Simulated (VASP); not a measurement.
OSZICAR of a VASP run on Tl:

**OSZICAR**
```
       N       E                     dE             d eps       ncg     rms           ort
SDA:   1    -0.201640689994E+00   -0.20164E+00    0.00000E+00    11   0.212E-01   0.000E+00
CGA:   2    -0.205550560553E+00   -0.39099E-02   -0.39103E-02    11   0.346E-02   0.541E-04
CGA:   3    -0.206449524496E+00   -0.89896E-03   -0.89943E-03    11   0.311E-03  -0.743E-05
CGA:   4    -0.206533394879E+00   -0.83870E-04   -0.84200E-04    11   0.428E-04  -0.490E-05
CGA:   5    -0.206545888013E+00   -0.12493E-04   -0.12622E-04    11   0.789E-05  -0.146E-05
CGA:   6    -0.206548568486E+00   -0.26805E-05   -0.28014E-05    11   0.237E-05  -0.823E-06
CGA:   7    -0.206549383500E+00   -0.81501E-06   -0.83601E-06    11   0.591E-06  -0.130E-06
   1 F= -.20654938E+00 E0= -.20654938E+00  d E =-.127940E-13  mag=     1.0000
```

### Question
Which electronic solver shows in the log?

### Answer
It is steepest descent (the opening step of the all-band solvers) and then all-band conjugate gradients (ALGO = All or Conjugate). The INCAR had ALGO = All.

### Question
How was spin treated?

### Answer
Collinear spin (ISPIN = 2): the summary line carries one mag value, 1.00 μB in the cell.

### Question
Can the final energy be trusted as converged?

### Answer
The calculation finished and met its thresholds. It stopped with EDIFF = 1E-6, NELM = 200 (PW91 GGA, plane waves, VASP's PBE PAW potentials (set 64)). The atom may not be in its lowest state.

The cell is a free atom in a box. The total moment is imposed (NUPDOWN), so this need not be the lowest spin state.
